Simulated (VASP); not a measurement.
Calculation: r2SCAN meta-GGA, VASP's PBE PAW potentials (set 64) (plane waves; VASP).

Input for VASP

### INCAR
```
SYSTEM = TiB2
PREC = Accurate; ENCUT = 600; LREAL = .False.
LASPH = .True.
EDIFF = 1E-7; NELM = 100; ALGO = Normal
LMAXMIX = 4; LMIXTAU = .True.
ISMEAR = 1; SIGMA = 0.1
METAGGA = R2SCAN
ISIF = 2
LWAVE = .False.; LCHARG = .False.
```

**KPOINTS**
```
Automatic mesh
0
G
  10 10 10
0 0 0
```

**POSCAR**
```
TiB2
1
    1.5130117337    -2.6206132217     0.0000000000
    1.5130117337     2.6206132217     0.0000000000
    0.0000000000    -0.0000000000     3.2295490429
Ti B
1 2
Direct
  0.9339066593  -0.0660933407   0.0000000000
  0.3333330000   0.6666670000   0.5000000000
  0.6666670000   0.3333330000   0.5000000000
```

POTCAR, in this order: Ti_sv B (PBE.64 set). Program: vasp_std.

Problem. What will the output report for the number of irreducible k-points (NKPTS), number of bands (NBANDS), largest plane-wave count, number of space-group operations, FFT grid (NGX, NGY, NGZ)?

Solution. 
| Quantity | Value |
|---|---|
| number of irreducible k-points (NKPTS) | 186 |
| number of bands (NBANDS) | 13 |
| largest plane-wave count | 870 |
| number of space-group operations | 4 |
| FFT grid (NGX, NGY, NGZ) | 24 × 24 × 28 |

The compound is TiB2 in the AlB2 type structure. This cell was strained or had an atom moved on purpose.
